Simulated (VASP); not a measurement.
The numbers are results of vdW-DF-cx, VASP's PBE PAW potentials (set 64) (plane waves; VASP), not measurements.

VASP ran on this input.

**INCAR**
```
SYSTEM = BaF2
PREC = Accurate
ENCUT = 520
EDIFF = 1E-7
NELM = 100
ALGO = Normal
LREAL = .FALSE.
LASPH = .TRUE.
ISMEAR = 0
SIGMA = 0.05
GGA = CX
LUSE_VDW = .TRUE.
AGGAC = 0.0
LMAXMIX = 4
LWAVE = .FALSE.
LCHARG = .FALSE.
ISIF = 2
```

File POSCAR:
```
BaF2
1
    0.0000000000     3.0440657265     3.0440657265
    3.0440657265     0.0000000000     3.0440657265
    3.0440657265     3.0440657265     0.0000000000
Ba F
1 2
Direct
  0.0000000000   1.0000000000   0.0000000000
  0.2500000000   0.2500000000   0.2500000000
  0.7500000000   0.7500000000   0.7500000000
```

**KPOINTS**
```
kpoints
0
gamma
6 6 6
0 0 0
```

POTCAR, in this order: Ba_sv F (PBE.64 set). Program: vasp_std.

Q: Predict the energy per atom (σ→0), pressure.

A: 
- energy per atom (σ→0) = -3.732 eV/atom
- pressure = 4.09 GPa

OSZICAR:
```
...
DAV:   9    -0.111909041779E+02   -0.92186E-02   -0.21023E-02   568   0.109E+00    0.154E-01
DAV:  10    -0.111947667915E+02   -0.38626E-02   -0.70161E-03   512   0.566E-01    0.446E-02
DAV:  11    -0.111948147653E+02   -0.47974E-04   -0.14858E-04   672   0.107E-01    0.193E-02
DAV:  12    -0.111948632941E+02   -0.48529E-04   -0.10041E-04   512   0.797E-02    0.612E-03
DAV:  13    -0.111948640364E+02   -0.74231E-06   -0.35264E-06   688   0.138E-02    0.370E-03
DAV:  14    -0.111948646888E+02   -0.65239E-06   -0.21864E-06   512   0.120E-02    0.123E-03
DAV:  15    -0.111948646699E+02    0.18858E-07   -0.18598E-07   568   0.342E-03
   1 F= -.11194865E+02 E0= -.11194865E+02  d E =-.434810E-12
```

The compound is BaF2 in the fluorite structure. This cell is one point of a volume scan, at 0.94 of the reference volume.
